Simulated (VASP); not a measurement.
Computed with PW91 GGA, VASP's PBE PAW potentials (set 64) (plane waves; VASP).

VASP input:

POSCAR:
```
Se
1.0
  2.2464770517  -3.8910123764   0.0000000000
  2.2464770517   3.8910123764   0.0000000000
  0.0000000000   0.0000000000   5.1851950167
Se
3
Direct
  1.0000000000   0.2258850270   0.6666670000
  0.7741149730   0.7741149730   0.0000000000
  0.2258850270   1.0000000000   0.3333330000
```

**INCAR**
```
! general
SYSTEM  = Se
PREC    = Accurate
ENCUT   = 520
LREAL   = .FALSE.
LASPH   = .TRUE.

! electronic loop
EDIFF   = 1E-7
NELM    = 100
ALGO    = Normal
LMAXMIX = 4

! smearing
ISMEAR  = 0
SIGMA   = 0.05

! functional
GGA     = 91

! ions
IBRION  = 2
NSW     = 30
ISIF    = 4
EDIFFG  = -0.01

! output
LWAVE   = .FALSE.
LCHARG  = .FALSE.
```

**KPOINTS**
```
Automatic mesh
0
Gamma
6 6 5
0 0 0
```

POTCAR, in this order: Se (PBE.64 set). Program: vasp_std.

The run wrote:

File OSZICAR:
```
       N       E                     dE             d eps       ncg     rms          rms(c)
DAV:   1     0.876058317483E+02    0.87606E+02   -0.71837E+03   702   0.113E+03
DAV:   2    -0.418575158162E+01   -0.91792E+02   -0.88381E+02   958   0.175E+02
DAV:   3    -0.105293167151E+02   -0.63436E+01   -0.63008E+01   812   0.531E+01
DAV:   4    -0.105957431443E+02   -0.66426E-01   -0.66324E-01   882   0.641E+00
DAV:   5    -0.105963255437E+02   -0.58240E-03   -0.58238E-03   867   0.598E-01    0.584E+00
DAV:   6    -0.105274683278E+02    0.68857E-01   -0.43919E-02   772   0.152E+00    0.359E+00
DAV:   7    -0.105043981924E+02    0.23070E-01   -0.83602E-02   762   0.208E+00    0.195E-01
DAV:   8    -0.105038104106E+02    0.58778E-03   -0.10696E-02   737   0.722E-01    0.982E-02
DAV:   9    -0.105039597130E+02   -0.14930E-03   -0.33236E-04   892   0.145E-01    0.299E-02
DAV:  10    -0.105039766760E+02   -0.16963E-04   -0.63416E-05   802   0.607E-02    0.920E-03
DAV:  11    -0.105039798652E+02   -0.31892E-05   -0.12115E-05   807   0.232E-02    0.364E-03
DAV:  12    -0.105039795259E+02    0.33928E-06   -0.22895E-06   792   0.107E-02    0.294E-03
DAV:  13    -0.105039794606E+02    0.65341E-07   -0.33922E-07   847   0.359E-03
   1 F= -.10503979E+02 E0= -.10503979E+02  d E =-.105040E+02
       N       E                     dE             d eps       ncg     rms          rms(c)
DAV:   1    -0.105300218246E+02   -0.26042E-01   -0.22320E+00   702   0.902E+00    0.887E-01
DAV:   2    -0.105382682695E+02   -0.82464E-02   -0.10622E-01   832   0.216E+00    0.208E-01
DAV:   3    -0.105371966618E+02    0.10716E-02   -0.17866E-03   817   0.313E-01    0.118E-01
DAV:   4    -0.105370296995E+02    0.16696E-03   -0.13418E-03   767   0.232E-01    0.376E-02
DAV:   5    -0.105370513930E+02   -0.21694E-04   -0.16341E-04   747   0.905E-02    0.181E-02
DAV:   6    -0.105370515968E+02   -0.20381E-06   -0.13220E-05   822   0.267E-02    0.696E-03
DAV:   7    -0.105370516363E+02   -0.39475E-07   -0.13115E-06   822   0.916E-03    0.151E-03
DAV:   8    -0.105370516394E+02   -0.31752E-08   -0.43455E-07   832   0.438E-03
   2 F= -.10537052E+02 E0= -.10537052E+02  d E =-.330722E-01
       N       E                     dE             d eps       ncg     rms          rms(c)
DAV:   1    -0.105408279485E+02   -0.37763E-02   -0.84844E-01   702   0.556E+00    0.558E-01
DAV:   2    -0.105438672544E+02   -0.30393E-02   -0.40365E-02   847   0.133E+00    0.131E-01
DAV:   3    -0.105434376036E+02    0.42965E-03   -0.73721E-04   812   0.200E-01    0.739E-02
DAV:   4    -0.105433808117E+02    0.56792E-04   -0.51708E-04   782   0.144E-01    0.247E-02
DAV:   5    -0.105433900049E+02   -0.91932E-05   -0.61850E-05   752   0.557E-02    0.113E-02
DAV:   6    -0.105433903057E+02   -0.30086E-06   -0.50500E-06   802   0.165E-02    0.413E-03
DAV:   7    -0.105433902718E+02    0.33964E-07   -0.50136E-07   847   0.567E-03
   3 F= -.10543390E+02 E0= -.10543390E+02  d E =-.394108E-01
       N       E                     dE             d eps       ncg     rms          rms(c)
DAV:   1    -0.105433893162E+02    0.98948E-06   -0.24012E-03   702   0.296E-01    0.287E-02
DAV:   2    -0.105433983941E+02   -0.90778E-05   -0.11515E-04   852   0.709E-02    0.713E-03
DAV:   3    -0.105433975813E+02    0.81278E-06   -0.21943E-06   812   0.109E-02    0.404E-03
DAV:   4    -0.105433978755E+02   -0.29422E-06   -0.15155E-06   787   0.782E-03    0.136E-03
DAV:   5    -0.105433980189E+02   -0.14334E-06   -0.17498E-07   491   0.303E-03    0.559E-04
DAV:   6    -0.105433980450E+02   -0.26100E-07   -0.16042E-08   351   0.104E-03
   4 F= -.10543398E+02 E0= -.10543398E+02  d E =-.394186E-01
       N       E                     dE             d eps       ncg     rms          rms(c)
DAV:   1    -0.105452559863E+02   -0.18580E-02   -0.62877E-02   702   0.152E+00    0.151E-01
DAV:   2    -0.105446857415E+02    0.57024E-03   -0.18030E-03   837   0.289E-01    0.761E-02
DAV:   3    -0.105445259447E+02    0.15980E-03   -0.54247E-04   797   0.146E-01    0.258E-02
DAV:   4    -0.105445297836E+02   -0.38389E-05   -0.53312E-05   817   0.497E-02    0.111E-02
DAV:   5    -0.105445307151E+02   -0.93152E-06   -0.25782E-06   832   0.118E-02    0.308E-03
DAV:   6    -0.105445309000E+02   -0.18488E-06   -0.31956E-07   832   0.381E-03    0.127E-03
DAV:   7    -0.105445309285E+02   -0.28500E-07   -0.58320E-08   501   0.181E-03
   5 F= -.10544531E+02 E0= -.10544531E+02  d E =-.113288E-02
       N       E                     dE             d eps       ncg     rms          rms(c)
DAV:   1    -0.105462763311E+02   -0.17454E-02   -0.99820E-02   702   0.191E+00    0.190E-01
DAV:   2    -0.105453685170E+02    0.90781E-03   -0.28563E-03   837   0.363E-01    0.961E-02
DAV:   3    -0.105451145489E+02    0.25397E-03   -0.86562E-04   802   0.184E-01    0.324E-02
DAV:   4    -0.105451208082E+02   -0.62593E-05   -0.84786E-05   797   0.627E-02    0.140E-02
DAV:   5    -0.105451223266E+02   -0.15184E-05   -0.41031E-06   852   0.148E-02    0.390E-03
DAV:   6    -0.105451226359E+02   -0.30929E-06   -0.50122E-07   817   0.478E-03    0.159E-03
DAV:   7    -0.105451226906E+02   -0.54737E-07   -0.92500E-08   531   0.228E-03
   6 F= -.10545123E+02 E0= -.10545123E+02  d E =-.172465E-02
```

### OUTCAR
```
------------------------ aborting loop because EDIFF is reached ----------------------------------------
  FORCE on cell =-STRESS in cart. coord.  units (eV):
  Direction    XX          YY          ZZ          XY          YZ          ZX
  --------------------------------------------------------------------------------------
  Total       -0.1361453     -0.1361453     -0.1527334      0.0000000      0.0000000      0.0000000
  in kB       -2.4063208     -2.4063207     -2.6995107      0.0000000      0.0000000      0.0000000
  external PRESSURE =      -2.5040507 kB  Pullay stress =       0.0000000 kB
  volume of cell :       90.65
      direct lattice vectors                 reciprocal lattice vectors
     2.274928929 -3.940292474 -0.000000000     0.219787086 -0.126894134 -0.000000000
     2.274928929  3.940292474  0.000000000     0.219787086  0.126894134  0.000000000
     0.000000000 -0.000000000  5.056306607     0.000000000 -0.000000000  0.197772817
 POSITION                                       TOTAL-FORCE (eV/Angst)
 -----------------------------------------------------------------------------------
      2.77031     -3.08227      3.37087         0.003871      0.006704     -0.000000
      3.55909     -0.00000      5.05631        -0.007741      0.000000     -0.000000
      2.77031      3.08227      1.68543         0.003871     -0.006704      0.000000
 -----------------------------------------------------------------------------------
    total drift:                               -0.000187     -0.000452      0.000006
  FREE ENERGIE OF THE ION-ELECTRON SYSTEM (eV)
  ---------------------------------------------------
  free  energy   TOTEN  =       -10.5451226906 eV

  energy  without entropy=      -10.5451226906  energy(sigma->0) =      -10.54512269

 reached required accuracy - stopping structural energy minimisation
```
(Selected blocks of OUTCAR.)

**CONTCAR**
```
Se
   1.00000000000000
     2.2749289289582402   -3.9402924743076229   -0.0000000000000000
     2.2749289289582402    3.9402924743076229    0.0000000000000000
     0.0000000000000000   -0.0000000000000000    5.0563066073715923
  Se
     3
Direct
     0.9999999999996798    0.2177569020076162    0.6666669999999968
     0.7822430979927041    0.7822430979927041    1.0000000000000000
     0.2177569020076162    0.9999999999996798    0.3333330000000032
```

File OUTCAR:
```
 val. band max:        1.5427930136   @ k =  -0.1667   0.5000   0.4000

 cond. band min:       2.9616793418   @ k =   0.3333   0.3333   0.4000


 Fermi energy:         1.7666927837

 k-point     1 :       0.0000    0.0000    0.0000
  band No.  band energies     occupation
      1     -13.6425      2.00000
      2      -9.8686      2.00000
      3      -9.8686      2.00000
      4      -2.0537      2.00000
      5      -2.0537      2.00000
      6      -1.7248      2.00000
      7      -0.1705      2.00000
      8      -0.1704      2.00000
      9       1.3510      2.00000
     10       3.5782      0.00000
     11       3.5782      0.00000
     12       3.9573      0.00000
     13       7.4890      0.00000

 k-point     2 :       0.1667   -0.0000    0.0000
  band No.  band energies     occupation
      1     -13.5658      2.00000
      2      -9.9448      2.00000
      3      -9.8655      2.00000
      4      -2.4963      2.00000
      5      -2.2692      2.00000
      6      -1.6064      2.00000
      7      -0.1878      2.00000
      8       0.0760      2.00000
      9       1.1799      2.00000
     10       3.5416      0.00000
     11       3.5965      0.00000
     12       4.1982      0.00000
     13       7.6789      0.00000

 k-point     3 :       0.3333    0.0000    0.0000
  band No.  band energies     occupation
      1     -13.3967      2.00000
      2     -10.1242      2.00000
      3      -9.8587      2.00000
      4      -2.9156      2.00000
      5      -2.5640      2.00000
      6      -1.5423      2.00000
      7      -0.4434      2.00000
      8       0.0149      2.00000
      9       0.9023      2.00000
     10       3.6425      0.00000
     11       3.9030      0.00000
     12       4.8791      0.00000
     13       7.6356      0.00000

 k-point     4 :       0.5000   -0.0000    0.0000
  band No.  band energies     occupation
      1     -13.3024      2.00000
      2     -10.2292      2.00000
      3      -9.8551      2.00000
...
```

Without a dispersion term in the relaxation, distances and binding between the weakly bound layers, chains or molecules are unreliable, and so is what depends on them.

The compound is Se in the trig structure. This cell is one point of a volume scan, at 1.06 of the reference volume. Symmetry was kept, so distortions that lower it aren't found.
